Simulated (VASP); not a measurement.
Here is the system:

```
TlBr
1.0
    4.64002     0.00000     0.00000
   -2.32001     4.01837     0.00000
    0.00000     0.00000     8.26402
Tl Br
2 2
Cartesian
  0.00000   0.00000   0.00000
  0.00000   0.00000   4.13201
  0.00000   2.67892   2.06600
  2.32001   1.33946   6.19801
```

The numbers are results of PBE GGA, VASP's PBE PAW potentials (set 64) (plane waves; VASP), not measurements. Settings: 400 eV cut-off, 6×6×3 Γ-centred mesh, tetrahedra with Blöchl corrections, potentials Tl_d Br.

Unless said otherwise, spin-orbit coupling is left out, though it shifts the bands of the heavy elements here.

Question: What does the run give for the energy per atom (σ→0), band gap (on the k-mesh) with the smallest direct gap where there is one?

Answer: 
```json
{
  "band gap (on the k-mesh)": "1.95 eV",
  "smallest direct gap (on the k-mesh)": "1.95 eV",
  "energy per atom (σ→0)": "-2.804 eV/atom"
}
```

The structure was generated: TlBr was put into the NiAs type type (P6_3/mmc), which need not be its known phase. It was relaxed first, which changed the volume by +70 %.
